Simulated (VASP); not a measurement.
An input for Quantum ESPRESSO's pw.x (written as the equivalent of a VASP run, and not itself run):

```
&CONTROL
  calculation = 'vc-relax'
  pseudo_dir = './pseudo'
  outdir = './out'
  tprnfor = .true.
  tstress = .true.
  nstep = 60
  forc_conv_thr = 0.00039
/
&SYSTEM
  ibrav = 0
  nat = 1
  ntyp = 1
  ecutwfc = 82
  occupations = 'smearing'
  smearing = 'methfessel-paxton'
  degauss = 0.00735
  input_dft = 'pbe'
/
&ELECTRONS
  conv_thr = 7.3e-08
  electron_maxstep = 100
/
&IONS
/
&CELL
/
ATOMIC_SPECIES
  Nb 92.906 Nb.upf
CELL_PARAMETERS angstrom
    -1.6500000    1.6500000    1.6500000
     1.6500000   -1.6500000    1.6500000
     1.6500000    1.6500000   -1.6500000
ATOMIC_POSITIONS crystal
  Nb   0.0000000  0.0000000  0.0000000
K_POINTS automatic
  14 14 14 0 0 0
```

**Question.** Write the VASP files for the same calculation (PBE).

**Answer.** This is not unique; one that fits is 
File POSCAR:
```
Nb
1
   -1.6500000000     1.6500000000     1.6500000000
    1.6500000000    -1.6500000000     1.6500000000
    1.6500000000     1.6500000000    -1.6500000000
Nb
1
Direct
  0.0000000000   0.0000000000   0.0000000000
```

**INCAR**
```
ALGO = Normal
EDIFF = 1E-6
EDIFFG = -0.01
ENCUT = 520
GGA = PE
IBRION = 2
ISIF = 3
ISMEAR = 1
LASPH = .TRUE.
LCHARG = .FALSE.
LMAXMIX = 4
LREAL = .FALSE.
LWAVE = .FALSE.
NELM = 100
NSW = 60
PREC = Accurate
SIGMA = 0.1
SYSTEM = Nb
```

File KPOINTS:
```
Automatic mesh
0
Gamma
14 14 14
0 0 0
```

POTCAR, in this order: Nb_sv (PBE.64 set). Program: vasp_std.

What does not carry over: the potentials are each code's own (VASP's PAW set, PseudoDojo norm-conserving files in pw.x), so ENCUT and ecutwfc are chosen apart and not converted; conv_thr bounds pw.x's estimated SCF error, while EDIFF bounds the energy change between steps; forc_conv_thr acts on force components and is met together with etot_conv_thr.

The compound is Nb in the bcc structure. This run relaxes it. Symmetry was kept, so distortions that lower it aren't found.
